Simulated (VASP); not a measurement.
Os (hcp) is relaxed at rising pressure, each step from the one before. Symmetry mostly holds the structure type, and other phases were not tried. The mesh follows the cell, and a change of mesh leaves a small step in the series.

Here is the system:

Os has the hexagonal space group P6₃/mmc (No. 194), the hcp (Mg type) structure, Pearson symbol hP2. Lattice parameters: a = b = 2.7282 Å, c = 4.3139 Å, α = β = 90.00°, γ = 120.00°. Os on 2c sees 12 Os at 2.671–2.728 Å (anticuboctahedral). (Neighbours: up to the widest gap in distance over summed covalent radii, below 1.35, at either atom.)

The numbers are results of PBEsol GGA, VASP's PBE PAW potentials (set 64) (plane waves; VASP 6.6.1), not measurements. Settings: 500 eV cut-off, 15×15×9 Γ-centred mesh, first-order Methfessel-Paxton smearing of 0.10 eV, potentials Os.

Unless said otherwise, spin-orbit coupling is left out, though it shifts the bands of the heavy elements here.

```tsv
P (GPa)	V (Å³/atom)	H − H(0) (eV/atom)	space group	gap on the mesh (eV)	k-mesh
0	13.90	0.000	P6_3/mmc	0.00	15×15×9
5	13.76	0.432	P6_3/mmc	0.00	15×15×9
10	13.61	0.859	P6_3/mmc	0.00	15×15×9
20	13.35	1.700	P6_3/mmc	0.00	15×15×9
30	13.11	2.525	P6_3/mmc	0.00	16×16×9
45	12.79	3.737	P6_3/mmc	0.00	16×16×9
```

Pressures at which the relaxation failed are left out.

The compound is Os in the hcp structure.
